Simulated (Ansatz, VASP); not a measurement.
## SiTe in VASP and in Ansatz

```xyz
2
Lattice="3.7143 0.0000 0.0000 -1.8572 3.2167 0.0000 0.0000 0.0000 4.9764" Properties=species:S:1:pos:R:3 pbc="T T T"
Si    0.0000    0.0000    2.4882
Te    0.0000    0.0000    0.0000
```

The cell was built by a generator and needn't be a form met in nature.

Alike in both runs: functional PBEsol-based screened hybrid; k mesh 4 × 4 × 3; occupations fermi-dirac, width 0.05 eV; no spin polarisation.

|  | VASP | Ansatz |
| --- | --- | --- |
| version | VASP 6.6.1 | Ansatz 0.2.0 |
| potentials or method | VASP PAW PBE potentials, release 64 (Si, Te) | Ansatz PAW |
| plane-wave cutoff (eV) | 520 | 420 |
| valence electrons in the cell | 10 | 20 |
| task | single point | band structure |

```csv
,VASP,Ansatz,Ansatz less VASP
gap on the k mesh at the Fermi level (eV),none,none,-
pressure (GPa),-0.5,-0.6,-0.13
largest component of the traceless stress (GPa),4.74,4.49,-0.248
```

A gap of «none» marks a metal or a gap that the smearing closes. With one functional, cell and mesh, what is left measures potentials, basis and numerics. The two sets of potentials don't hold the same shells in valence.

Caveats: the k mesh is coarse (spacing up to 0.49 Å⁻¹), so the values aren't converged (VASP); the PAW data sets were made with another functional, which shifts forces and pressure a little (VASP); the k mesh is coarse (spacing up to 0.49 Å⁻¹), so the values aren't converged, least of all with exact exchange (Ansatz); spin-orbit coupling is left out, which moves the levels of the heavy elements (Ansatz); the PAW data sets come from PBE, with cores solved anew for the run's functional, which leaves a small shift of forces and pressure (Ansatz); the thresholds are loose for stress (Ansatz). The runs have no spin-orbit coupling, so splittings on Te are missing.
